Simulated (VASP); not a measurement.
```
CELL_PARAMETERS angstrom
      0.00000     2.52119     2.52119
      2.52119     0.00000     2.52119
      2.52119     2.52119     0.00000
ATOMIC_POSITIONS crystal
  Ag 0.00000 0.00000 0.00000
  Cl 0.50000 0.50000 0.50000
```

Calculation: LDA (Ceperley-Alder, Perdew-Zunger), VASP's LDA PAW potentials (set 64) (plane waves; VASP). Numerical set-up: 500 eV cut-off, 9×9×9 Γ-centred mesh, Gaussian smearing of 0.050 eV, potentials Ag Cl.

Q: What does the run give for the energy per atom (σ→0), pressure?

A: 
```yaml
energy per atom (σ→0): -3.230 eV/atom
pressure: 20.02 GPa
```

Only differences to runs with the same potentials and settings are physical.

The compound is AgCl in the rock salt structure. It was relaxed first under an external pressure of 20 GPa.
